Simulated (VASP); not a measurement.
Output of a VASP run:

**OSZICAR**
```
       N       E                     dE             d eps       ncg     rms          rms(c)
DAV:   1     0.101218812127E+03    0.10122E+03   -0.73775E+03   773   0.129E+03
DAV:   2     0.508908658401E+01   -0.96130E+02   -0.90663E+02   891   0.284E+02
DAV:   3    -0.305360444639E+01   -0.81427E+01   -0.80910E+01   929   0.815E+01
DAV:   4    -0.323276380188E+01   -0.17916E+00   -0.17897E+00   880   0.133E+01
DAV:   5    -0.323676549671E+01   -0.40017E-02   -0.40014E-02  1013   0.196E+00    0.205E+00
DAV:   6    -0.305974471352E+01    0.17702E+00   -0.36904E-01   890   0.427E+00    0.150E+00
DAV:   7    -0.305107348667E+01    0.86712E-02   -0.84520E-02   973   0.206E+00    0.101E+00
DAV:   8    -0.305657733870E+01   -0.55039E-02   -0.91982E-03   794   0.112E+00    0.246E-01
DAV:   9    -0.305650428300E+01    0.73056E-04   -0.22190E-04   961   0.145E-01    0.122E-01
DAV:  10    -0.305662136905E+01   -0.11709E-03   -0.26957E-04   794   0.144E-01    0.419E-02
DAV:  11    -0.305661407386E+01    0.72952E-05   -0.20353E-05   908   0.437E-02    0.872E-03
DAV:  12    -0.305661445267E+01   -0.37880E-06   -0.17897E-06   806   0.134E-02    0.262E-03
DAV:  13    -0.305661477149E+01   -0.31883E-06   -0.27382E-07   815   0.405E-03    0.167E-03
DAV:  14    -0.305661471987E+01    0.51620E-07   -0.14680E-08   505   0.817E-04
   1 F= -.30566147E+01 E0= -.30566147E+01  d E =0.000000E+00
```

File OUTCAR:
```
------------------------ aborting loop because EDIFF is reached ----------------------------------------
  FORCE on cell =-STRESS in cart. coord.  units (eV):
  Direction    XX          YY          ZZ          XY          YZ          ZX
  --------------------------------------------------------------------------------------
  Total       -0.0170751     -0.0170751     -0.0170751      0.0000000      0.0000000      0.0000000
  in kB       -0.6187234     -0.6187234     -0.6187234      0.0000000      0.0000000      0.0000000
  external PRESSURE =      -0.6187234 kB  Pullay stress =       0.0000000 kB
  volume of cell :       44.22
      direct lattice vectors                 reciprocal lattice vectors
     0.000000000  2.806610769  2.806610769    -0.178150816  0.178150816  0.178150816
     2.806610769  0.000000000  2.806610769     0.178150816 -0.178150816  0.178150816
     2.806610769  2.806610769  0.000000000     0.178150816  0.178150816 -0.178150816
  FREE ENERGIE OF THE ION-ELECTRON SYSTEM (eV)
  ---------------------------------------------------
  free  energy   TOTEN  =        -3.0566147199 eV

  energy  without entropy=       -3.0566147199  energy(sigma->0) =       -3.05661472

 total charge

# of ion       s       p       d       tot
------------------------------------------
    1        0.043   5.982   0.000   6.025
    2        1.593   3.577   0.000   5.170
--------------------------------------------------
tot          1.636   9.559   0.000  11.195
```
(Selected blocks of OUTCAR.)

### POSCAR
```
NaCl
1
   -0.0000000000     2.8066107692     2.8066107692
    2.8066107692     0.0000000000     2.8066107692
    2.8066107692     2.8066107692     0.0000000000
Na Cl
1 1
Direct
  0.0000000000   0.0000000000   0.0000000000
  0.5000000000   0.5000000000   0.5000000000
```

**Question.** Reconstruct the remaining input files.

**Answer.** Several could match; the one computed here: the input of the run itself, optB86b-vdW, plane waves, VASP's PBE PAW potentials (set 64).

**INCAR**
```
AGGAC = 0.0
ALGO = Normal
EDIFF = 1E-7
ENCUT = 520
GGA = MK
ISIF = 2
ISMEAR = -5
LASPH = .TRUE.
LCHARG = .TRUE.
LORBIT = 11
LREAL = .FALSE.
LUSE_VDW = .TRUE.
LWAVE = .FALSE.
NEDOS = 601
NELM = 100
PARAM1 = 0.1234
PARAM2 = 1.0
PREC = Accurate
SYSTEM = NaCl
```

### KPOINTS
```
Automatic mesh
0
G
  9 9 9
0 0 0
```

POTCAR, in this order: Na_pv Cl (PBE.64 set). Program: vasp_std.

The compound is NaCl in the rock salt structure. It was relaxed first.
